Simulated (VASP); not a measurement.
Input:

```cif
data_Al8Pt4
_chemical_formula_sum 'Al8 Pt4'
_space_group_name_H-M_alt 'Fm-3m'
_space_group_IT_number 225
_space_group_name_Hall '-F 4 2 3'
_cell_length_a 5.94279
_cell_length_b 5.94279
_cell_length_c 5.94279
_cell_angle_alpha 90.000
_cell_angle_beta 90.000
_cell_angle_gamma 90.000
loop_
_atom_site_label
_atom_site_type_symbol
_atom_site_symmetry_multiplicity
_atom_site_Wyckoff_symbol
_atom_site_fract_x
_atom_site_fract_y
_atom_site_fract_z
_atom_site_occupancy
Al1 Al 8 c 0.25000 0.25000 0.25000 1
Pt1 Pt 4 a 0.00000 0.00000 0.00000 1
```
(The calculation used a cell of 3 atoms; values per cell refer to that cell.)

Computed with PBE GGA, VASP's PBE PAW potentials (set 64) (plane waves; VASP 6.6.1). Settings: 480 eV cut-off, 8×8×8 Γ-centred mesh, first-order Methfessel-Paxton smearing of 0.10 eV, potentials Al Pt.

Each relaxation starts from this cell; other phases were not tried.

Problem. The cell is relaxed at 5 GPa. What happens?

Solution. The volume per atom goes from 17.49 to 16.89 Å³ (-3.4 %), and the cell becomes a = 5.8742 Å, b = 5.8742 Å, c = 5.8742 Å, α = 90.00°, β = 90.00°, γ = 90.00°, space group Fm-3m.

Problem. The cell is relaxed at 10 GPa. What happens?

Solution. The volume per atom goes from 17.49 to 16.38 Å³ (-6.4 %), and the cell becomes a = b = c = 5.814 Å, α = β = γ = 90.00°, space group Fm-3m.

Failed runs are left out, and for metals the shear rows, which the mesh's noise covers.

The compound is PtAl2 in the fluorite structure.
